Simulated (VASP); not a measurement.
Output of a VASP run:

### OSZICAR
```
       N       E                     dE             d eps       ncg     rms          rms(c)
DAV:   1     0.401374176878E+02    0.40137E+02   -0.56762E+03  1704   0.137E+03
DAV:   2    -0.124190993506E+02   -0.52557E+02   -0.50227E+02  1688   0.210E+02
DAV:   3    -0.136373653795E+02   -0.12183E+01   -0.12076E+01  2014   0.422E+01
DAV:   4    -0.136560694260E+02   -0.18704E-01   -0.18693E-01  1974   0.466E+00
DAV:   5    -0.136565532007E+02   -0.48377E-03   -0.48377E-03  1942   0.781E-01    0.125E+01
DAV:   6    -0.149153208765E+02   -0.12588E+01   -0.51006E+01  1856   0.130E+02    0.137E+01
DAV:   7    -0.121968185497E+02    0.27185E+01   -0.14908E+01  1854   0.776E+01    0.115E+00
DAV:   8    -0.121863823481E+02    0.10436E-01   -0.28411E-01  1976   0.648E+00    0.109E+00
DAV:   9    -0.121696176026E+02    0.16765E-01   -0.53854E-02  1962   0.398E+00    0.164E-01
DAV:  10    -0.121693085047E+02    0.30910E-03   -0.76832E-04  1828   0.372E-01    0.101E-01
DAV:  11    -0.121693008772E+02    0.76275E-05   -0.62311E-05  2352   0.136E-01    0.274E-02
DAV:  12    -0.121693004108E+02    0.46640E-06   -0.18573E-06  1168   0.225E-02
   1 F= -.94633846E+01 E0= -.94633857E+01  d E =-.946338E+01
       N       E                     dE             d eps       ncg     rms          rms(c)
DAV:   1    -0.142743100991E+02   -0.21050E+01   -0.30593E+01  1816   0.107E+02    0.149E+01
DAV:   2    -0.154396207792E+02   -0.11653E+01   -0.70053E+01  1874   0.159E+02    0.142E+01
DAV:   3    -0.119143482094E+02    0.35253E+01   -0.18767E+01  1856   0.901E+01    0.220E+00
DAV:   4    -0.119049988849E+02    0.93493E-02   -0.30951E-01  1902   0.663E+00    0.168E+00
DAV:   5    -0.118846287299E+02    0.20370E-01   -0.51832E-02  2156   0.346E+00    0.521E-01
DAV:   6    -0.118838521143E+02    0.77662E-03   -0.41751E-03  1882   0.110E+00    0.150E-01
DAV:   7    -0.118838274393E+02    0.24675E-04   -0.25588E-04  2442   0.254E-01    0.381E-02
DAV:   8    -0.118838264773E+02    0.96197E-06   -0.39492E-05  1956   0.108E-01    0.114E-02
DAV:   9    -0.118838265586E+02   -0.81222E-07   -0.80732E-07  1044   0.117E-02
   2 F= -.94302590E+01 E0= -.94301878E+01  d E =0.331257E-01
       N       E                     dE             d eps       ncg     rms          rms(c)
DAV:   1    -0.128680805340E+02   -0.98425E+00   -0.10896E+01  1796   0.688E+01    0.761E+00
DAV:   2    -0.130926795761E+02   -0.22460E+00   -0.19885E+01  1882   0.851E+01    0.781E+00
DAV:   3    -0.121248488223E+02    0.96783E+00   -0.74808E+00  1914   0.506E+01    0.179E+00
DAV:   4    -0.120994675756E+02    0.25381E-01   -0.63826E-02  2042   0.415E+00    0.846E-01
DAV:   5    -0.120917598697E+02    0.77077E-02   -0.13436E-02  2512   0.152E+00    0.108E-01
DAV:   6    -0.120917972320E+02   -0.37362E-04   -0.33299E-04  1854   0.191E-01    0.416E-02
DAV:   7    -0.120918038311E+02   -0.65991E-05   -0.52208E-06  1894   0.254E-02    0.713E-03
DAV:   8    -0.120918034149E+02    0.41617E-06   -0.13534E-06   908   0.204E-02
   3 F= -.94908674E+01 E0= -.94908391E+01  d E =-.274827E-01
```

**OUTCAR**
```
------------------------ aborting loop because EDIFF is reached ----------------------------------------
  FORCE on cell =-STRESS in cart. coord.  units (eV):
  Direction    XX          YY          ZZ          XY          YZ          ZX
  --------------------------------------------------------------------------------------
  Total        2.5768375      2.5768375      2.5768375      0.0000000      0.0000000      0.0000000
  in kB      198.1469333    198.1469333    198.1469333      0.0000000      0.0000000      0.0000000
  external PRESSURE =      -1.8530667 kB  Pullay stress =     200.0000000 kB
  volume of cell :       20.84
      direct lattice vectors                 reciprocal lattice vectors
     2.751714803  0.000000000  0.000000000     0.363409754 -0.000000000  0.000000000
     0.000000000  2.751714803  0.000000000    -0.000000000  0.363409754  0.000000000
    -0.000000000 -0.000000000  2.751714803    -0.000000000 -0.000000000  0.363409754
 POSITION                                       TOTAL-FORCE (eV/Angst)
 -----------------------------------------------------------------------------------
      1.37586      1.37586      1.37586        -0.000000     -0.000000      0.000000
      0.00000      0.00000      0.00000         0.000000      0.000000      0.000000
 -----------------------------------------------------------------------------------
    total drift:                               -0.000000      0.000000     -0.000000
  FREE ENERGIE OF THE ION-ELECTRON SYSTEM (eV)
  ---------------------------------------------------
  free  energy   TOTEN  =       -12.0918034149 eV

  energy  without entropy=      -12.0917186671  energy(sigma->0) =      -12.09177517
  enthalpy is  TOTEN    =        -9.4908673674 eV   P V=        2.6009360475

 reached required accuracy - stopping structural energy minimisation
```
(Selected blocks of OUTCAR.)

POSCAR:
```
NiAl
1
    2.7882494255     0.0000000000     0.0000000000
    0.0000000000     2.7882494255     0.0000000000
    0.0000000000     0.0000000000     2.7882494255
Al Ni
1 1
Direct
  0.5000000000   0.5000000000   0.5000000000
  0.0000000000   0.0000000000   0.0000000000
```

Question: Reconstruct the remaining input files.

Answer: One answer among several that fit: the input of the run itself, LDA (Ceperley-Alder, Perdew-Zunger), plane waves, VASP's LDA PAW potentials (set 64).

File KPOINTS:
```
Automatic mesh
0
Gamma
13 13 13
0 0 0
```

### INCAR
```
ALGO=Normal
EDIFF=1E-6
EDIFFG=-0.02
ENCUT=500
IBRION=2
ISIF=3
ISMEAR=1
LASPH=.TRUE.
LCHARG=.FALSE.
LMAXMIX=4
LREAL=.FALSE.
LWAVE=.FALSE.
NELM=100
NSW=40
PREC=Accurate
PSTRESS=200
SIGMA=0.1
SYSTEM=NiAl
```

POTCAR, in this order: Al Ni (LDA.64 set). Program: vasp_std.

Energy and stress use the plane-wave basis of the starting cell.

The compound is NiAl in the CsCl type structure. This run relaxes it under an external pressure of 20 GPa. Symmetry was kept, so distortions that lower it aren't found. The run is not spin-polarised, so no magnetic state was tried. The electron count is odd and the run is not spin-polarised, which forces a metal.
